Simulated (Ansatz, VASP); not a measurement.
**LaSiGeOs2: VASP beside Ansatz**

One calculation is typed for both programs; each brings its own data sets. How far apart do they land? The cell is invented: As first built, before any earlier steps moved the atoms (in the runner's words): it takes the CeSiGePd2 structure with some of its atoms replaced by other elements, volume scaled by an estimate. It may not be a known or stable phase. The cell is taken from a series of VASP runs on this material, whose earlier steps may have relaxed, scaled or displaced it; both programs get it as it stands. Valence electrons are named where the data sets of a main pair hold unlike numbers.

Method: plane waves, with VASP 6.6.1 beside it; single point at PBEsol, in Ansatz 0.2.0.

## Step 1: Set-up

Symmetry: P1, No. 1, triclinic system. Conventional cell: a = 4.269 Å, b = 4.269 Å, c = 5.916 Å, α = 111.15°, β = 111.15°, γ = 90.00°. Nearest to Os lie 2 Si at 2.34 to 2.41 Å and 2 Ge at 2.49 to 2.54 Å and 4 Os at 2.98 to 3.05 Å and 4 La at 3.24 to 3.38 Å. Nearest to Os lie 2 Si at 2.39 to 2.41 Å and 2 Ge at 2.47 to 2.51 Å and 4 Os at 2.98 to 3.05 Å and 4 La at 3.31 to 3.35 Å. La has 8 Os at 3.24 to 3.38 Å and 4 Ge at 3.24 to 3.31 Å and 5 Si at 3.29 to 3.65 Å nearest. Nearest to Ge lie 4 Os at 2.47 to 2.54 Å and 1 Si at 2.71 Å and 4 La at 3.24 to 3.31 Å. Si has 4 Os at 2.34 to 2.41 Å and 1 Ge at 2.71 Å and 5 La at 3.29 to 3.65 Å nearest. As first built, before any earlier steps moved the atoms (in the runner's words): sites of the CeSiGePd2 structure (space group 107) filled with other elements, volume scaled by an estimate. Farther neighbours are not listed.

Structure file:

```cif
data_structure
_symmetry_space_group_name_H-M 'P 1'
_symmetry_Int_Tables_number 1
_cell_length_a 5.9159
_cell_length_b 5.9159
_cell_length_c 5.9159
_cell_angle_alpha 137.702
_cell_angle_beta 137.702
_cell_angle_gamma 61.359
_cell_volume 92.72
loop_
_atom_site_label
_atom_site_type_symbol
_atom_site_fract_x
_atom_site_fract_y
_atom_site_fract_z
_atom_site_occupancy
Os1 Os 0.75499 0.25154 0.49412 1
Os2 Os 0.25338 0.75443 0.50548 1
La3 La 0.00183 0.00892 0.01070 1
Ge4 Ge 0.62211 0.62680 0.99805 1
Si5 Si 0.34769 0.35969 0.99007 1
```

## Step 2: Ansatz: single point, PBEsol

Ansatz runs on its default PAW (the set named soft_2) files.

A single point gives forces, pressure and levels at one fixed geometry, so differences don't come from the geometry; what else differs is listed under the comparison.

File input.yaml:

```yaml
crystal:
  lattice:
    - [-2.1344251828, 2.1344251828, 5.0878916464]
    - [2.1344251828, -2.1344251828, 5.0878916464]
    - [2.1344251828, 2.1344251828, -5.0878916464]
  atoms:
    - { symbol: Os, position: [0.754991, 0.251541, 0.494125] }
    - { symbol: Os, position: [0.253376, 0.754428, 0.505483] }
    - { symbol: La, position: [0.001832, 0.008916, 0.010699] }
    - { symbol: Ge, position: [0.622112, 0.626802, -0.001951] }
    - { symbol: Si, position: [0.347686, 0.359694, -0.009928] }
hamiltonian:
  xc: pbesol
  pseudopotentials: { kind: paw }
kpoints:
  mp_grid: { grid: [6, 6, 7] }
scf:
  occupations: { method: methfessel_paxton, width: 0.2 }
  n_extra_bands: 5
output:
  forces: true
  stress: true
  eigenvalues: true
  write_density: true
  write_potential: true
  elf: true
  volumetric_format: npy
```

Started as:

```sh
$ ansatz run input.yaml --threads 2 --pin off --max-ram 4608MiB --backend cpu --events-out ev --progress --plain --runs-dir out
```

Numbers of over 12 decimals in the logs are rounded to 6 here.

Log:

```text
scf.n_extra_bands = 5 over 31 filled bands (N_el = 61.0): the run solves 36 bands
Engine: ansatz 0.2.0, aarch64-unknown-linux-gnu
Pseudopotentials: kind: paw
Pseudopotential: Os, paw, valence charge 16, recommended cutoff 420 eV (normal), Os.paw.azcp
Pseudopotential: La, paw, valence charge 11, recommended cutoff 420 eV (normal), La.paw.azcp
Pseudopotential: Ge, paw, valence charge 14, recommended cutoff 420 eV (normal), Ge.paw.azcp
Pseudopotential: Si, paw, valence charge 4, recommended cutoff 420 eV (normal), Si.paw.azcp
Functional definition: PBEsol
  exchange = pbesol_x
  correlation = pbesol_c
Crystal: 5 atoms, lattice volume = 92.717 Å³
Basis set: ecut = 420 eV, 1793 PW (Γ), exchange–correlation on 80×80×80 points (8 copies of the dense FFT grid, shifted against one another)
Bands: 36, of which v1, the nominal top of the filled ones, is band 31 counted from 1 (30 counted from 0)
Symmetry: 1 space group operations
Space group: P1 (ITA 1), of the structure as read, at distance tolerance 4.5e-5 Å
k-points: 128 of 252 (time reversal used)
Non-local potential: Os, projectors of the file, l = 0: 3, l = 1: 2, l = 2: 2, l = 3: 1
Non-local potential: La, projectors of the file, l = 0: 3, l = 1: 2, l = 2: 2, l = 3: 3
Non-local potential: Ge, projectors of the file, l = 0: 2, l = 1: 2, l = 2: 3, l = 3: 1
Non-local potential: Si, projectors of the file, l = 0: 2, l = 1: 2, l = 2: 2
PAW form: soft (Blöchl's): semilocal exchange-correlation on the pseudo side does not see the compensation charge
PAW frozen core: Os, regenerated for the run's functional, and the local potential with it (the file was generated under x = pbe(κ = 0.804, μ = 0.219515), c = pbe(β = 0.066725))
PAW frozen core: La, regenerated for the run's functional, and the local potential with it (the file was generated under x = pbe(κ = 0.804, μ = 0.219515), c = pbe(β = 0.066725))
PAW frozen core: Ge, regenerated for the run's functional, and the local potential with it (the file was generated under x = pbe(κ = 0.804, μ = 0.219515), c = pbe(β = 0.066725))
PAW frozen core: Si, regenerated for the run's functional, and the local potential with it (the file was generated under x = pbe(κ = 0.804, μ = 0.219515), c = pbe(β = 0.066725))
PAW one-centre angular grid: Os, 590 points (default); XC on 64 Gauss nodes
PAW one-centre angular grid: La, 590 points (default); XC on 64 Gauss nodes
PAW one-centre angular grid: Ge, 590 points (default); XC on 64 Gauss nodes
PAW one-centre angular grid: Si, 110 points (default); XC on 64 Gauss nodes
Initial density: superposition of atomic densities (neutral atoms: chi_scale 0, normalization atom), corrected by the library's trained network
Initial wavefunctions: pseudopotential atomic-orbital guess
Functional: x = pbesol(κ = 0.804, μ = 0.123457), c = pbesol(β = 0.046)
SCF iter   1: F=—  HF=-33541.115413 eV  |F-HF|=—  |Δ(HF+E_count)|=         —  Δρ=3.33e-3  dr2=1.36e-2  ethr=1.77e-3  ⟨swp⟩=4.6  Hψ=15676  notcnv=0
preconditioner: auto → Kerker (q_TF=auto, 2.544 Å⁻¹)  [metal: Δε(μ)=0.019 eV  Ē_g=11.855 eV  σ=0.200 eV  W_gap=0.08  n_scr=32 (ndim 8)  ℏωp=25.3 eV  f_vac=0.000  D(μ)=2.60/eV (n_scr^D=14)]
SCF iter   2: F=—  HF=-33541.114043 eV  |F-HF|=—  |Δ(HF+E_count)|=   1.37e-3  S|Δr|=    0.00e0  Δρ=1.87e-3  dr2=4.67e-3  ethr=2.23e-5  ⟨swp⟩=2.0  Hψ=8973  notcnv=0
SCF iter   3: F=—  HF=-33541.113337 eV  |F-HF|=—  |Δ(HF+E_count)|=   7.05e-4  S|Δr|=    0.00e0  Δρ=5.40e-4  dr2=3.76e-4  ethr=7.66e-6  ⟨swp⟩=2.0  Hψ=7322  notcnv=0
SCF iter   4: F=—  HF=-33541.113132 eV  |F-HF|=—  |Δ(HF+E_count)|=   2.05e-4  S|Δr|=    0.00e0  Δρ=2.15e-4  dr2=5.33e-5  ethr=6.16e-7  ⟨swp⟩=2.0  Hψ=7898  notcnv=0
SCF iter   5: F=—  HF=-33541.113120 eV  |F-HF|=—  |Δ(HF+E_count)|=   1.20e-5  S|Δr|=    0.00e0  Δρ=7.24e-5  dr2=6.10e-6  ethr=8.74e-8  ⟨swp⟩=2.0  Hψ=7653  notcnv=0
SCF iter   6: F=—  HF=-33541.113119 eV  |F-HF|=—  |Δ(HF+E_count)|=   1.30e-6  S|Δr|=    0.00e0  Δρ=2.80e-5  dr2=1.02e-6  ethr=1.00e-8  ⟨swp⟩=2.0  Hψ=7370  notcnv=0
SCF iter   7: F=-33541.113119 eV  HF=-33541.113119 eV  |F-HF|=4.14e-8  |Δ(HF+E_count)|=   2.37e-7  S|Δr|=    0.00e0  Δρ=6.02e-6  dr2=6.19e-8  ethr=1.64e-10  ⟨swp⟩=12.3  Hψ=39451  notcnv=0
SCF 1 converged in 7 iterations: F = -33541.113119 eV  dr2 = 6.19e-8
  greatest PAW one-centre occupation: 1.000 electrons in one spin orbital (limit 2), on the Os atom at site 0 (counted from 0), in its partial waves of l = 0
SCF converged after 7 iterations
Stability not checked: this state was not tested for a lower state beside it, because cold or Methfessel-Paxton smearing, or corrected tetrahedra, fill the levels in a way that the test cannot read (fill_not_monotonic; see scf.lower_state_search)
Free energy (F): -33541.113119 eV
Harris-Foulkes:  -33541.113119 eV  (|F-HF|=4.14e-8)
Internal energy: -33541.115453 eV  (E = F + TS)
E sigma→0 (E₀):  -33541.113702 eV
Entropy (-TS):   0.002334 eV (0.467 meV/atom)
Fermi energy:    15.515849 eV
Step filling:    the computed levels leave a gap of 0.0121 eV = 0.1 smearing widths at the electron count; against every level under it full and every level over it empty, smearing changes F+E_penalty+E_count by -0.160 meV and its σ→0 estimate by -0.743 meV
--- Per-component energies (eV) ---
  E_band       = -428.907967
  E_kinetic    = 1477.068098
  E_local      = -5682.376124  (includes V_loc(G=0)·N_el)
  E_nonlocal   = 546.478104
  E_hartree    = 2434.035039
  E_xc         = -800.839533
  E_vxc        = -829.430662  (∫ρ·V_xc dr)
  E_paw        = -25568.882776  (= ΣΔE_a)
  E_vpaw       = -808.714147  (= ΣTr[D̂ρ^β])
  E_aug_tail   = 0.000176  (compensation charges beyond the density's cutoff)
  E_ewald      = -5948.213310
  E_core_change = 1.614872  (= ΣΔE_core)
  E_smearing   = 0.002334  (= −TS)
  E_closure    = -0.000000  (closes the sum)
  Σ components = -33541.113119   (vs F -33541.113119, Δ=0.00e0)
--- Forces (eV/Å), atoms counted from 1 ---
  atom   1  Os     0.36628613    -0.44995997    -0.50475015
  atom   2  Os    -0.20192431    -0.29616904     0.05464084
  atom   3  La    -0.16888393    -0.14303863    -0.02702869
  atom   4  Ge    -0.14341961     0.24811448     0.41774948
  atom   5  Si     0.14794198     0.64106270     0.05938144
  max |Σ_I F_I| component: 9.54e-6 eV/Å
--- Stress (GPa, compression-positive) ---
       -6.395438       0.087154       0.579310
        0.087154      -4.509560       0.318543
        0.579310       0.318543      -4.380486
  P = ⅓ Tr σ = -5.0952 GPa (-50.952 kbar)
--- Band table (eV; the first three rows and the last of 128) ---
  k-point 0: bands = [... 27 lower, 14.8287, 15.0115, 15.0505, 15.1495, 15.7289, 17.3795, 17.4092, 17.4775, ... 1 higher]
  k-point 1: bands = [... 27 lower, 14.7546, 14.8646, 14.9479, 15.0376, 15.4937, 16.9126, 17.5358, 17.6774, ... 1 higher]
  k-point 2: bands = [... 27 lower, 14.4236, 14.4759, 14.8300, 14.9443, 15.7282, 16.9676, 17.6809, 17.9364, ... 1 higher]
  k-point 127: bands = [... 27 lower, 15.4793, 15.5623, 15.7337, 16.7320, 17.4686, 17.7133, 17.9152, 17.9575, ... 1 higher]
```

Wall time 32 s (2 threads of Arm Neoverse V2, shared host); peak memory 0.6 GiB; 64 s of CPU time.

The run ends at a pressure of -5.10 GPa, with forces up to 0.77 eV/Å.

## Step 3: VASP: single point, PBEsol

The same cell, functional, mesh and smearing now go to VASP, with its own data sets.

Lines of VASP's logs that name or quote its potential files are left out, and so is its time.

File INCAR:

```
SYSTEM = LaSiGeOs2
PREC = Accurate
ENCUT = 410
EDIFF = 1E-06
NELM = 100
ISMEAR = 1
SIGMA = 0.2
LREAL = .FALSE.
ALGO = Normal
GGA = PS
NBANDS = 28
LORBIT = 11
LWAVE = .FALSE.
LCHARG = .FALSE.
KPAR = 2
ISIF = 2
```

File POSCAR:

```
LaSiGeOs2
1.0
   -2.1344251828      2.1344251828      5.0878916464
    2.1344251828     -2.1344251828      5.0878916464
    2.1344251828      2.1344251828     -5.0878916464
Os La Ge Si
2 1 1 1
Direct
    0.7549910000      0.2515410000      0.4941250000
    0.2533760000      0.7544280000      0.5054830000
    0.0018320000      0.0089160000      0.0106990000
    0.6221120000      0.6268020000     -0.0019510000
    0.3476860000      0.3596940000     -0.0099280000
```

File KPOINTS:

```
Automatic mesh
0
Gamma
6 6 7
0 0 0
```

The projector-augmented-wave data sets are Os, La, Ge_d and Si (PBE family, release 64).

Started as:

```sh
$ mpirun -np 2 vasp_std
```

Log:

```text
[banner, memory and clock lines left out]
running    2 mpi-ranks, on    1 nodes
 distrk:  each k-point on    1 cores,    2 groups
 distr:  one band on    1 cores,    1 groups

 POSCAR found type information on POSCAR OsLaGeSi
 POSCAR found :  4 types and       5 ions
|                                                                             |
|               ----> ADVICE to this user running VASP <----                  |
|                                                                             |
|     You enforced a specific xc type in the INCAR file but a different       |
|     [... a line on the potential file left out ...]
|     I HOPE YOU KNOW WHAT YOU ARE DOING!                                     |
|                                                                             |

 LDA part: xc-table for (Slater+PW92), standard interpolation
|                                                                             |
|           W    W    AA    RRRRR   N    N  II  N    N   GGGG   !!!           |
|           W    W   A  A   R    R  NN   N  II  NN   N  G    G  !!!           |
|           W    W  A    A  R    R  N N  N  II  N N  N  G       !!!           |
|           W WW W  AAAAAA  RRRRR   N  N N  II  N  N N  G  GGG   !            |
|           WW  WW  A    A  R   R   N   NN  II  N   NN  G    G                |
|           W    W  A    A  R    R  N    N  II  N    N   GGGG   !!!           |
|                                                                             |
|     Your reciprocal lattice and k-lattice belong to different lattice       |
|     classes:                                                                |
|                                                                             |
|        The reciprocal lattice is body-centered tetragonal,                  |
|        whereas your k-lattice is base-centered monoclinic.                  |
|                                                                             |
|     Results are often still useful ...                                      |
|                                                                             |

 POSCAR, INCAR and KPOINTS ok, starting setup
 FFT: planning ... GRIDC
 FFT: planning ... GRID_SOFT
 FFT: planning ... GRID
 WAVECAR not read
 entering main loop
       N       E                     dE             d eps       ncg     rms          rms(c)
DAV:   1     0.364728713302E+03    0.36473E+03   -0.16253E+04  7892   0.250E+03
DAV:   2     0.415469736594E+02   -0.32318E+03   -0.30585E+03  8064   0.543E+02
DAV:   3    -0.346904464435E+02   -0.76237E+02   -0.72590E+02  9220   0.197E+02
DAV:   4    -0.446149663941E+02   -0.99245E+01   -0.94299E+01 13016   0.666E+01
DAV:   5    -0.453053764638E+02   -0.69041E+00   -0.66078E+00 11296   0.140E+01    0.215E+01
DAV:   6    -0.440287358262E+02    0.12766E+01   -0.20981E+01 13544   0.210E+01    0.576E+00
DAV:   7    -0.434212527623E+02    0.60748E+00   -0.54358E+00 12828   0.136E+01    0.605E+00
DAV:   8    -0.433166740631E+02    0.10458E+00   -0.49457E-01 10904   0.423E+00    0.113E+00
DAV:   9    -0.433049533571E+02    0.11721E-01   -0.14005E-01 13964   0.254E+00    0.337E-01
DAV:  10    -0.433043734121E+02    0.57995E-03   -0.10877E-02 10348   0.660E-01    0.219E-01
DAV:  11    -0.433043986328E+02   -0.25221E-04   -0.36321E-03 13924   0.398E-01    0.113E-01
DAV:  12    -0.433043564877E+02    0.42145E-04   -0.73881E-04 12464   0.172E-01    0.496E-02
DAV:  13    -0.433043880453E+02   -0.31558E-04   -0.15732E-04 13308   0.603E-02    0.252E-02
DAV:  14    -0.433044071125E+02   -0.19067E-04   -0.75733E-05 11928   0.439E-02    0.113E-02
DAV:  15    -0.433044106033E+02   -0.34907E-05   -0.18263E-05 13712   0.245E-02    0.802E-03
DAV:  16    -0.433044127263E+02   -0.21230E-05   -0.12880E-05  9536   0.161E-02    0.202E-03
DAV:  17    -0.433044128185E+02   -0.92212E-07   -0.18073E-06  8344   0.876E-03
   1 F= -.43304413E+02 E0= -.43305213E+02  d E =0.240098E-02
```

(Continued in part 2 of 2.)

[Lines on the potential files, build, host, timing and source positions are cut from VASP's logs without a mark.]

[Logs are printed without paths, hosts, clocks, repeated set-up lines and the standing remarks that a program may print on its own settings, such as how far it seeks lower states.]

[Hosts, paths, dates, database ids (printed as entryN), source tags and the programs' standing remarks are cut or masked in the printed files.]
